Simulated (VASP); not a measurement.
Calculation: PBEsol GGA, VASP's PBE PAW potentials (set 64) (plane waves; VASP 6.6.1).

VASP ran on this input.

**INCAR**
```
SYSTEM=PtSe2
PREC=Accurate; ENCUT=480; LREAL=F
LASPH=T
EDIFF=1E-7; NELM=100; ALGO=Normal
LMAXMIX=6
ISMEAR=1; SIGMA=0.1
GGA=PS
IBRION=2; NSW=40; ISIF=3
EDIFFG=-0.01; PSTRESS=50
LWAVE=F; LCHARG=F
```

### KPOINTS
```
kpoints
0
gamma
  10 10 6
0 0 0
```

POSCAR:
```
PtSe2
1.0
  1.8780044069  -3.2527992986   0.0000000000
  1.8780044069   3.2527992986   0.0000000000
  0.0000000000   0.0000000000   4.8951426325
Pt Se
1 2
Direct
  0.0000000000   0.0000000000   0.0000000000
  0.3333330000   0.6666670000   0.2598331553
  0.6666670000   0.3333330000   0.7401668447
```

POTCAR, in this order: Pt Se (PBE.64 set). Program: vasp_std.

What VASP printed:

**OSZICAR**
```
...
DAV:   1    -0.169102478017E+02   -0.10059E+01   -0.23093E+01  2265   0.453E+01    0.812E+00
DAV:   2    -0.158968948247E+02    0.10134E+01   -0.49544E+00  2244   0.227E+01    0.329E+00
DAV:   3    -0.157192911906E+02    0.17760E+00   -0.43201E-01  2342   0.724E+00    0.120E+00
DAV:   4    -0.156823241102E+02    0.36967E-01   -0.20244E-01  2328   0.270E+00    0.544E-01
DAV:   5    -0.156819323620E+02    0.39175E-03   -0.57897E-03  2496   0.786E-01    0.394E-01
DAV:   6    -0.156825984428E+02   -0.66608E-03   -0.18298E-03  2412   0.322E-01    0.651E-02
DAV:   7    -0.156825399738E+02    0.58469E-04   -0.36207E-04  2482   0.194E-01    0.228E-02
DAV:   8    -0.156825371711E+02    0.28027E-05   -0.28719E-05  2587   0.538E-02    0.774E-03
DAV:   9    -0.156825369599E+02    0.21124E-06   -0.27049E-06  2573   0.104E-02    0.171E-03
DAV:  10    -0.156825369320E+02    0.27933E-07   -0.12738E-07  1549   0.334E-03
   2 F= -.13978565E+02 E0= -.13978105E+02  d E =0.593175E-01
       N       E                     dE             d eps       ncg     rms          rms(c)
DAV:   1    -0.163468359668E+02   -0.66430E+00   -0.88574E+00  2300   0.275E+01    0.443E+00
DAV:   2    -0.159662120081E+02    0.38062E+00   -0.19394E+00  2237   0.157E+01    0.300E+00
DAV:   3    -0.158910796213E+02    0.75132E-01   -0.17375E-01  2342   0.459E+00    0.141E+00
DAV:   4    -0.158740705401E+02    0.17009E-01   -0.92828E-02  2293   0.180E+00    0.410E-01
DAV:   5    -0.158742121072E+02   -0.14157E-03   -0.28704E-03  2377   0.473E-01    0.295E-01
DAV:   6    -0.158742070218E+02    0.50854E-05   -0.85336E-04  2468   0.279E-01    0.268E-02
DAV:   7    -0.158742110265E+02   -0.40047E-05   -0.52428E-05  2608   0.703E-02    0.130E-02
DAV:   8    -0.158742106460E+02    0.38051E-06   -0.37166E-06  2524   0.192E-02    0.186E-03
DAV:   9    -0.158742106775E+02   -0.31525E-07   -0.45216E-07  2461   0.526E-03
   3 F= -.14070926E+02 E0= -.14070508E+02  d E =-.330431E-01
       N       E                     dE             d eps       ncg     rms          rms(c)
DAV:   1    -0.158942107041E+02   -0.20000E-01   -0.13674E+00  2167   0.841E+00    0.961E-01
DAV:   2    -0.158789929421E+02    0.15218E-01   -0.13087E-01  2279   0.368E+00    0.504E-01
DAV:   3    -0.158747908065E+02    0.42021E-02   -0.97403E-03  2524   0.111E+00    0.177E-01
DAV:   4    -0.158739566778E+02    0.83413E-03   -0.61833E-03  2265   0.469E-01    0.752E-02
DAV:   5    -0.158739391088E+02    0.17569E-04   -0.27142E-04  2356   0.137E-01    0.511E-02
DAV:   6    -0.158739472652E+02   -0.81564E-05   -0.27575E-05  2587   0.512E-02    0.161E-02
DAV:   7    -0.158739492087E+02   -0.19435E-05   -0.41254E-06  2594   0.182E-02    0.351E-03
DAV:   8    -0.158739491539E+02    0.54799E-07   -0.44057E-07  2433   0.643E-03
   4 F= -.14088136E+02 E0= -.14087653E+02  d E =-.172097E-01
       N       E                     dE             d eps       ncg     rms          rms(c)
DAV:   1    -0.160315914830E+02   -0.15764E+00   -0.12471E+01  2167   0.254E+01    0.278E+00
DAV:   2    -0.158882462381E+02    0.14335E+00   -0.11777E+00  2251   0.107E+01    0.135E+00
DAV:   3    -0.158554230250E+02    0.32823E-01   -0.78818E-02  2566   0.310E+00    0.508E-01
DAV:   4    -0.158485379147E+02    0.68851E-02   -0.47571E-02  2258   0.132E+00    0.215E-01
DAV:   5    -0.158484967275E+02    0.41187E-04   -0.18796E-03  2405   0.362E-01    0.145E-01
DAV:   6    -0.158485654189E+02   -0.68691E-04   -0.19301E-04  2496   0.121E-01    0.449E-02
DAV:   7    -0.158485823686E+02   -0.16950E-04   -0.28230E-05  2622   0.411E-02    0.988E-03
DAV:   8    -0.158485821042E+02    0.26441E-06   -0.29256E-06  2629   0.162E-02    0.375E-03
DAV:   9    -0.158485819871E+02    0.11706E-06   -0.28399E-07  1845   0.384E-03    0.108E-03
DAV:  10    -0.158485819762E+02    0.10869E-07   -0.40817E-08  1157   0.156E-03
   5 F= -.14115305E+02 E0= -.14115136E+02  d E =-.443791E-01
       N       E                     dE             d eps       ncg     rms          rms(c)
DAV:   1    -0.158454431604E+02    0.31388E-02   -0.90553E-02  2167   0.220E+00    0.241E-01
DAV:   2    -0.158444760219E+02    0.96714E-03   -0.80959E-03  2286   0.903E-01    0.119E-01
DAV:   3    -0.158442519303E+02    0.22409E-03   -0.51316E-04  2594   0.245E-01    0.474E-02
DAV:   4    -0.158441972169E+02    0.54713E-04   -0.36125E-04  2258   0.116E-01    0.182E-02
DAV:   5    -0.158441966234E+02    0.59350E-06   -0.14097E-05  2342   0.299E-02    0.122E-02
DAV:   6    -0.158441972312E+02   -0.60775E-06   -0.14644E-06  2657   0.114E-02    0.333E-03
DAV:   7    -0.158441973560E+02   -0.12484E-06   -0.15981E-07  1479   0.358E-03    0.770E-04
DAV:   8    -0.158441973421E+02    0.13940E-07   -0.19524E-08  1129   0.137E-03
   6 F= -.14115424E+02 E0= -.14115254E+02  d E =-.444976E-01
       N       E                     dE             d eps       ncg     rms          rms(c)
DAV:   1    -0.158791695801E+02   -0.34972E-01   -0.62652E-01  2195   0.648E+00    0.905E-01
DAV:   2    -0.158655430774E+02    0.13627E-01   -0.58278E-02  2426   0.249E+00    0.492E-01
DAV:   3    -0.158626292061E+02    0.29139E-02   -0.68170E-03  2321   0.811E-01    0.231E-01
DAV:   4    -0.158618508224E+02    0.77838E-03   -0.35485E-03  2391   0.410E-01    0.862E-02
DAV:   5    -0.158618507471E+02    0.75283E-07   -0.14233E-04  2265   0.999E-02    0.482E-02
DAV:   6    -0.158618496138E+02    0.11333E-05   -0.39730E-05  2587   0.554E-02    0.917E-03
DAV:   7    -0.158618494992E+02    0.11465E-06   -0.17288E-06  2559   0.130E-02    0.343E-03
DAV:   8    -0.158618495471E+02   -0.47964E-07   -0.34147E-07  2327   0.401E-03
   7 F= -.14114605E+02 E0= -.14114464E+02  d E =0.818633E-03
       N       E                     dE             d eps       ncg     rms          rms(c)
DAV:   1    -0.158586263290E+02    0.32232E-02   -0.21037E-01  2195   0.376E+00    0.533E-01
DAV:   2    -0.158540808974E+02    0.45454E-02   -0.19443E-02  2426   0.142E+00    0.272E-01
DAV:   3    -0.158531164224E+02    0.96448E-03   -0.22680E-03  2321   0.469E-01    0.126E-01
DAV:   4    -0.158528692672E+02    0.24716E-03   -0.11488E-03  2419   0.234E-01    0.480E-02
DAV:   5    -0.158528701524E+02   -0.88514E-06   -0.46267E-05  2272   0.581E-02    0.274E-02
DAV:   6    -0.158528713398E+02   -0.11874E-05   -0.13193E-05  2580   0.319E-02    0.556E-03
DAV:   7    -0.158528713118E+02    0.27994E-07   -0.58594E-07  2552   0.772E-03
   8 F= -.14116343E+02 E0= -.14116184E+02  d E =-.918934E-03
       N       E                     dE             d eps       ncg     rms          rms(c)
DAV:   1    -0.158553083969E+02   -0.24371E-02   -0.27353E-01  2188   0.387E+00    0.380E-01
DAV:   2    -0.158510814172E+02    0.42270E-02   -0.20037E-02  2377   0.133E+00    0.233E-01
DAV:   3    -0.158502871078E+02    0.79431E-03   -0.27804E-03  2433   0.523E-01    0.101E-01
DAV:   4    -0.158500348847E+02    0.25222E-03   -0.87234E-04  2461   0.205E-01    0.375E-02
DAV:   5    -0.158500302865E+02    0.45982E-05   -0.55930E-05  2573   0.629E-02    0.218E-02
DAV:   6    -0.158500298810E+02    0.40544E-06   -0.77745E-06  2414   0.214E-02    0.689E-03
DAV:   7    -0.158500299581E+02   -0.77046E-07   -0.13620E-06  2461   0.884E-03    0.217E-03
DAV:   8    -0.158500299653E+02   -0.72487E-08   -0.50702E-08  1234   0.204E-03
   9 F= -.14117355E+02 E0= -.14117233E+02  d E =-.101282E-02
       N       E                     dE             d eps       ncg     rms          rms(c)
DAV:   1    -0.158504255113E+02   -0.39555E-03   -0.21417E-03  2181   0.343E-01    0.338E-02
DAV:   2    -0.158503914294E+02    0.34082E-04   -0.16046E-04  2356   0.119E-01    0.209E-02
DAV:   3    -0.158503849812E+02    0.64483E-05   -0.22056E-05  2447   0.464E-02    0.904E-03
DAV:   4    -0.158503827945E+02    0.21867E-05   -0.69468E-06  2440   0.182E-02    0.334E-03
DAV:   5    -0.158503827067E+02    0.87801E-07   -0.44183E-07  2510   0.557E-03
  10 F= -.14117365E+02 E0= -.14117239E+02  d E =-.102240E-02
```

OUTCAR:
```
------------------------ aborting loop because EDIFF is reached ----------------------------------------
  FORCE on cell =-STRESS in cart. coord.  units (eV):
  Direction    XX          YY          ZZ          XY          YZ          ZX
  --------------------------------------------------------------------------------------
  Total        1.7387884      1.7387887      1.7404090      0.0000000     -0.0000000      0.0000000
  in kB       50.1664932     50.1665042     50.2132502      0.0000000     -0.0000000      0.0000000
  external PRESSURE =       0.1820825 kB  Pullay stress =      50.0000000 kB
  volume of cell :       55.53
      direct lattice vectors                 reciprocal lattice vectors
     1.868353463 -3.236083480  0.000000000     0.267615315 -0.154507757 -0.000000000
     1.868353463  3.236083480 -0.000000000     0.267615315  0.154507757 -0.000000000
     0.000000000 -0.000000000  4.592348180    -0.000000000  0.000000000  0.217753524
 POSITION                                       TOTAL-FORCE (eV/Angst)
 -----------------------------------------------------------------------------------
      1.86835      3.23608     -0.00000        -0.000000     -0.000000      0.000000
      1.86835      1.07870      1.25691        -0.000000      0.000000     -0.002267
      1.86835     -1.07870      3.33544         0.000000     -0.000000      0.002267
 -----------------------------------------------------------------------------------
    total drift:                               -0.000000      0.000000      0.000000
  FREE ENERGIE OF THE ION-ELECTRON SYSTEM (eV)
  ---------------------------------------------------
  free  energy   TOTEN  =       -15.8503827067 eV

  energy  without entropy=      -15.8500053039  energy(sigma->0) =      -15.85025691
  enthalpy is  TOTEN    =       -14.1173650670 eV   P V=        1.7330176396

 reached required accuracy - stopping structural energy minimisation
```
(Selected blocks of OUTCAR.)

CONTCAR:
```
PtSe2
   1.00000000000000
     1.8683534634528962   -3.2360834802976961    0.0000000000000001
     1.8683534634528962    3.2360834802976961   -0.0000000000000000
     0.0000000000000000   -0.0000000000000000    4.5923481801641763
  Pt              Se
     1     2
Direct
     0.0000000000000000    1.0000000000000000    0.0000000000000000
     0.3333330000000032    0.6666669999999968    0.2736962756232037
     0.6666669999999968    0.3333330000000032    0.7263037243767965
```

OUTCAR:
```
 val. band max:        7.3979615727   @ k =  -0.0000   0.2000   0.3333

 cond. band min:       7.4391109630   @ k =  -0.1000   0.4000   0.1667


 Fermi energy:         7.4381216005

 k-point     1 :       0.0000    0.0000    0.0000
  band No.  band energies     occupation
      1      -8.7581      2.00000
      2      -5.0144      2.00000
      3      -0.0782      2.00000
      4       0.8783      2.00000
      5       0.8783      2.00000
      6       3.4986      2.00000
      7       3.4986      2.00000
      8       4.9342      2.00000
      9       6.4129      2.00000
     10       6.4130      2.00000
     11       8.3231     -0.00000
     12       8.3231     -0.00000
     13       8.4584     -0.00000
     14      10.4144      0.00000
     15      11.8091      0.00000

 k-point     2 :       0.1000   -0.0000    0.0000
  band No.  band energies     occupation
      1      -8.6427      2.00000
      2      -5.1061      2.00000
      3       0.0639      2.00000
      4       0.9535      2.00000
      5       1.0182      2.00000
      6       3.3400      2.00000
      7       3.4185      2.00000
      8       4.6578      2.00000
      9       5.9214      2.00000
     10       6.1620      2.00000
     11       7.3497      2.01729
     12       8.5738     -0.00000
     13       9.2386     -0.00000
     14      11.0662      0.00000
     15      12.4476      0.00000

 k-point     3 :       0.2000   -0.0000    0.0000
  band No.  band energies     occupation
      1      -8.3103      2.00000
      2      -5.3471      2.00000
      3       0.4657      2.00000
      4       1.1616      2.00000
      5       1.3715      2.00000
      6       2.6807      2.00000
      7       3.2416      2.00000
      8       4.0504      2.00000
      9       5.3931      2.00000
     10       5.6026      2.00000
     11       6.4378      2.00000
     12       9.1222     -0.00000
     13       9.4091     -0.00000
     14      12.1583      0.00000
     15      13.2230      0.00000
...
```

Energy and stress use the plane-wave basis of the starting cell. Without a dispersion term in the relaxation, distances and binding between the weakly bound layers, chains or molecules are unreliable, and so is what depends on them. Unless said otherwise, spin-orbit coupling is left out, though it shifts the bands of the heavy elements here.

The compound is PtSe2 in the 1T layered structure. This run relaxes it under an external pressure of 5 GPa. Symmetry was kept, so distortions that lower it aren't found.
